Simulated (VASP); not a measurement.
An input for Quantum ESPRESSO's pw.x (written as the equivalent of a VASP run, and not itself run):

```
&CONTROL
  calculation = 'vc-relax'
  pseudo_dir = './pseudo'
  outdir = './out'
  tprnfor = .true.
  tstress = .true.
  nstep = 40
  forc_conv_thr = 0.00078
/
&SYSTEM
  ibrav = 0
  nat = 2
  ntyp = 2
  ecutwfc = 86
  occupations = 'smearing'
  smearing = 'methfessel-paxton'
  degauss = 0.00735
  input_dft = 'pbe'
/
&ELECTRONS
  conv_thr = 7.3e-08
  electron_maxstep = 100
/
&IONS
/
&CELL
  press = 200
/
ATOMIC_SPECIES
  Hg 200.592 Hg.upf
  Se 78.971 Se.upf
CELL_PARAMETERS angstrom
     0.0000000    2.9749078    2.9749078
     2.9749078    0.0000000    2.9749078
     2.9749078    2.9749078    0.0000000
ATOMIC_POSITIONS crystal
  Hg   0.0000000  0.0000000  0.0000000
  Se   0.2500000  0.2500000  0.2500000
K_POINTS automatic
  11 11 11 0 0 0
```

Translate this input to VASP (INCAR, KPOINTS, POSCAR, choice of POTCAR).

One answer among several that fit: 
File KPOINTS:
```
Automatic mesh
0
Gamma
11 11 11
0 0 0
```

INCAR:
```
EDIFF = 1E-6   ! SCF stop (eV)
ISMEAR = 1
LREAL = F   ! projection in real space or not
PREC = Accurate
ALGO = Normal   ! blocked Davidson
LASPH = T   ! aspherical one-centre terms
GGA = PE   ! PBE
NELM = 100
EDIFFG = -0.02   ! ionic stop
NSW = 40   ! most ionic steps
LWAVE = F
LCHARG = F
SIGMA = 0.1   ! width (eV)
LMAXMIX = 6
IBRION = 2   ! conjugate gradients
ISIF = 3   ! ions, shape and volume
ENCUT = 500
PSTRESS = 200   ! kbar
SYSTEM = HgSe
```

### POSCAR
```
HgSe
1.0
  0.0000000000   2.9749077667   2.9749077667
  2.9749077667   0.0000000000   2.9749077667
  2.9749077667   2.9749077667   0.0000000000
Hg Se
1 1
Cartesian
  0.0000000000   0.0000000000   0.0000000000
  1.4874538833   1.4874538833   1.4874538833
```

POTCAR, in this order: Hg Se (PBE.64 set). Program: vasp_std.

The two are equivalent in intent, not identical: the potentials are each code's own (VASP's PAW set, PseudoDojo norm-conserving files in pw.x), so ENCUT and ecutwfc are chosen apart and not converted; conv_thr bounds pw.x's estimated SCF error, while EDIFF bounds the energy change between steps; forc_conv_thr acts on force components and is met together with etot_conv_thr.

The compound is HgSe in the zinc blende structure. This run relaxes it under an external pressure of 20 GPa. Symmetry was kept, so distortions that lower it aren't found.
